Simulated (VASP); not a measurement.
VASP runs on Ba (bcc) share one base input (PBE GGA, plane waves, VASP's PBE PAW potentials (set 64)) and change the settings named in each case.

**KPOINTS**
```
Automatic mesh
0
Gamma
9 9 9
0 0 0
```

File POSCAR:
```
Ba
4.3474480
 -0.5773502064   0.5773502064   0.5773502064
  0.5773502064  -0.5773502064   0.5773502064
  0.5773502064   0.5773502064  -0.5773502064
Ba
1
Cartesian
  0.0000000000   0.0000000000   0.0000000000
```

### INCAR
```
SYSTEM = Ba
PREC = Accurate; ENCUT = 400; LREAL = .FALSE.
LASPH = .TRUE.
EDIFF = 1E-6; NELM = 100; ALGO = Normal
LMAXMIX = 4
ISMEAR = 1; SIGMA = 0.1
GGA = PE
ISIF = 2
LWAVE = .FALSE.; LCHARG = .FALSE.
```

POTCAR, in this order: Ba_sv (PBE.64 set). Program: vasp_std.

| change | E(σ→0) (eV/atom) | pressure (GPa) | plane waves |
|---|---|---|---|
| base run | -1.9060 | 0.07 | 1163 |
| ENCUT = 150 | -1.9067 | -0.87 | 270 |
| ENCUT = 200 | -1.9113 | 0.00 | 415 |
| ENCUT = 300 | -1.9062 | 0.06 | 767 |
| ENCUT = 350 | -1.9062 | 0.07 | 959 |
| ENCUT = 450 | -1.9060 | 0.07 | 1409 |
| ENCUT = 700 | -1.9062 | 0.08 | 2676 |
 Unless said otherwise, spin-orbit coupling is left out, though it shifts the bands of the heavy elements here.

Left out are runs that ran out of time, are held back, or changed the cell or the kind of run, fixed moments of cells without a moment, rows past the twelfth, gaps on odd meshes, pressures of charged cells and columns that move by less than the noise.

The compound is Ba in the bcc structure. The cell was not relaxed at this level.
